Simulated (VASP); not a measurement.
# GaGe₃: molecular dynamics with a thermostat

GaGe₃, Fm-3m (no. 225), 16 atoms in the cell. PBE, molecular dynamics; PAW potentials Ge, Ga (PBE set).

Ensemble: Nose-Hoover chain; Target temperature (K): 600.

## Input

INCAR:
```
GGA = PE ; PREC = Normal
ENCUT = 200 ; EDIFF = 1E-6
NELMIN = 4 ; NELM = 60
ALGO = Fast ; LREAL = Auto
LASPH = True ; ISMEAR = -1
SIGMA = 0.05 ; ISYM = 0
LWAVE = False ; LCHARG = False
IBRION = 0 ; NSW = 60
POTIM = 3.0 ; TEBEG = 600
ISIF = 2 ; RANDOM_SEED = 137302 0 0
MDALGO = 4 ; NHC_NCHAINS = 3
NHC_PERIOD = 30 ; KPAR = 2
```

KPOINTS:
```
k-points
0
Monkhorst-Pack
  2 2 2
```

POSCAR:
```
GaGe3
1.0
    6.7743340000      0.0000000000      0.0000000000
    0.0000000000      6.7743340000      0.0000000000
    0.0000000000      0.0000000000      6.7743340000
Ge Ga
12 4
Direct
    0.5000000000      0.0000000000      0.0000000000
    0.2500000000      0.2500000000      0.7500000000
    0.2500000000      0.7500000000      0.7500000000
    0.5000000000      0.5000000000      0.5000000000
    0.2500000000      0.7500000000      0.2500000000
    0.2500000000      0.2500000000      0.2500000000
    0.0000000000      0.0000000000      0.5000000000
    0.7500000000      0.2500000000      0.2500000000
    0.7500000000      0.7500000000      0.2500000000
    0.0000000000      0.5000000000      0.0000000000
    0.7500000000      0.7500000000      0.7500000000
    0.7500000000      0.2500000000      0.7500000000
    0.0000000000      0.0000000000      0.0000000000
    0.0000000000      0.5000000000      0.5000000000
    0.5000000000      0.0000000000      0.5000000000
    0.5000000000      0.5000000000      0.0000000000
```

Commands:
```
cat potpaw_PBE.64/Ge/POTCAR potpaw_PBE.64/Ga/POTCAR > POTCAR
mpirun -np 2 vasp_std > vasp.out
```

## Result

- Mean temperature (K): 352
- Spread of the conserved energy (meV/atom): 0.08
- Rise of the mean potential energy above the start (meV/atom): 41.1
- Electronic steps per ionic step after the first: 4.2

Course of the run:

| Time (fs) | Temperature (K) | Potential energy less the first (meV/atom) | Conserved energy less the first (meV/atom) |
|---|---|---|---|
| 3 | 600 | 0.0 | 0.00 |
| 18 | 561 | 4.7 | 0.02 |
| 30 | 482 | 14.6 | 0.03 |
| 45 | 351 | 31.1 | 0.06 |
| 57 | 255 | 43.8 | 0.07 |
| 72 | 191 | 53.4 | 0.08 |
| 84 | 194 | 55.0 | 0.07 |
| 99 | 244 | 52.7 | 0.06 |
| 111 | 291 | 50.8 | 0.06 |
| 126 | 331 | 50.5 | 0.07 |
| 138 | 349 | 51.4 | 0.08 |
| 153 | 367 | 52.5 | 0.08 |
| 165 | 389 | 52.6 | 0.08 |
| 180 | 427 | 51.6 | 0.08 |

REPORT:
```
MDALGO =   4
           NHC_NCHAINS =   3
            NHC_PERIOD =    30
            NHC_NRESPA =    1
                NHC_NS =  1
               SCALING =       0
                 CNEXP =     9.000   14.000
           RANDOM_SEED =            137302                0                0

   original number of atomic DOF:         45
   number of independent constraints:      0
   number of active DOF:                  45

========================================
         MD step No.       1
========================================

  Atomic velocities initialized by STEP_tb

  >Nose-Hoover_chains
                       xs       vs(fs^-1)
   nhc_s>  -0.58865743E-10  -0.78479482E-10
   nhc_s>  -0.13889371E-03  -0.18519805E-03
   nhc_s>  -0.13888889E-03  -0.18515946E-03

  >Energies
                    E_tot             E_pot             E_kin               EPS                ES
   e_b>   -0.61446500E+02   -0.62609846E+02    0.11633466E+01    0.14361312E-04   -0.14362696E-04

  >Temperature
               T_sim     T_inst
   tmprt>    600.000    600.000

           RANDOM_SEED =            137302               96                0

[... steps left out ...]

========================================
         MD step No.      60
========================================

  >Nose-Hoover_chains
                       xs       vs(fs^-1)
   nhc_s>  -0.43227745E+00  -0.24759729E-02
   nhc_s>   0.18173678E+01   0.11629777E-01
   nhc_s>   0.95806406E+00   0.37121292E-01

  >Energies
                    E_tot             E_pot             E_kin               EPS                ES
   e_b>   -0.61445191E+02   -0.61784829E+02    0.82726947E+00    0.37464447E+00   -0.86227562E+00

  >Temperature
               T_sim     T_inst
   tmprt>    600.000    426.667

           RANDOM_SEED =            137302               96                0
```

OSZICAR:
```
N       E                     dE             d eps       ncg     rms          rms(c)
DAV:   1     0.104536948809E+03    0.10454E+03   -0.12664E+04   312   0.597E+02
DAV:   2    -0.504615135430E+02   -0.15500E+03   -0.14870E+03   372   0.123E+02
DAV:   3    -0.625259111808E+02   -0.12064E+02   -0.11662E+02   400   0.327E+01
DAV:   4    -0.627783511089E+02   -0.25244E+00   -0.25082E+00   368   0.431E+00
DAV:   5    -0.627851447908E+02   -0.67937E-02   -0.67895E-02   371   0.609E-01    0.495E+00
RMM:   6    -0.626657063253E+02    0.11944E+00   -0.68663E-02   312   0.787E-01    0.288E+00
RMM:   7    -0.626122238851E+02    0.53482E-01   -0.13092E-01   328   0.999E-01    0.244E-01
RMM:   8    -0.626102210648E+02    0.20028E-02   -0.20082E-02   312   0.450E-01    0.859E-02
RMM:   9    -0.626098144281E+02    0.40664E-03   -0.19114E-03   312   0.140E-01    0.528E-02
RMM:  10    -0.626098362924E+02   -0.21864E-04   -0.71704E-04   320   0.626E-02    0.152E-02
RMM:  11    -0.626098432906E+02   -0.69981E-05   -0.98433E-05   324   0.294E-02    0.387E-03
RMM:  12    -0.626098467052E+02   -0.34146E-05   -0.30242E-05   293   0.101E-02    0.243E-03
[... left out ...]
     58 T=   410. E= -.61439424E+02 F= -.61776649E+02 E0= -.61775333E+02  EK= 0.80096E+00 SP= -.84E+00 SK= 0.38E+00
     59 T=   418. E= -.61439209E+02 F= -.61780479E+02 E0= -.61779093E+02  EK= 0.81679E+00 SP= -.85E+00 SK= 0.38E+00
[... last step whole ...]
       N       E                     dE             d eps       ncg     rms          rms(c)
DAV:   1    -0.617848179737E+02   -0.43396E-02   -0.58508E-03   586   0.789E-01    0.163E-03
RMM:   2    -0.617848276186E+02   -0.96448E-05   -0.89219E-05   312   0.273E-02    0.114E-03
RMM:   3    -0.617848287742E+02   -0.11556E-05   -0.11486E-05   280   0.902E-03    0.847E-04
RMM:   4    -0.617848288900E+02   -0.11589E-06   -0.13236E-06   196   0.321E-03
     60 T=   427. E= -.61439009E+02 F= -.61784829E+02 E0= -.61783363E+02  EK= 0.83345E+00 SP= -.86E+00 SK= 0.37E+00
```

Limits: 180 fs of 16 atoms are too short for converged averages.

VASP 6.6.1 took 292 s on 2 cores (AMD EPYC 7R13 (Zen 3)), a shared host.
